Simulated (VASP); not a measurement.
SnPd, 8 atoms in the cell. Symmetry: Pnma, No. 62, orthorhombic system. The conventional cell has a = 6.125 Å, b = 3.932 Å, c = 6.305 Å, α = 90.00°, β = 90.00°, γ = 90.00°. Sn (site symmetry m) is surrounded by 6 Pd at 2.66 to 2.80 Å. Pd (site symmetry m) has 6 Sn at 2.66 to 2.80 Å as nearest neighbours. 

- Program: VASP 6.6.1
- Task: relaxation of cell and atoms
- Functional: PBEsol
- Potentials or basis: VASP PAW PBE potentials, release 64 (Sn_d, Pd)
- Cutoff: 600 eV
- k mesh: 6 × 10 × 6
- Occupations: methfessel-paxton, width 0.1 eV
- Spin: no spin polarisation
- Further INCAR settings: ALGO = Normal; EDIFF = 1e-07; IBRION = 2; EDIFFG = -0.005; NSW = 90; ISIF = 3

Potentials or basis: VASP PAW PBE potentials, release 64 (Sn_d, Pd).

Run with:

```sh
$ cat potpaw_PBE.64/Sn_d/POTCAR potpaw_PBE.64/Pd/POTCAR > POTCAR
$ mpirun -np 4 vasp_std > vasp.out
```

Hardware: 4 MPI ranks on AMD EPYC 9R45 96-Core Processor (Zen 5), with other jobs on the host.

Q: How long does it take, and how much memory?

A: It took 14 min on 4 MPI ranks on AMD EPYC 9R45 96-Core Processor (Zen 5), with other jobs on the host, peak memory 0.81 GiB a rank. Counts: scf iterations 70, k points 96, ion steps 9.
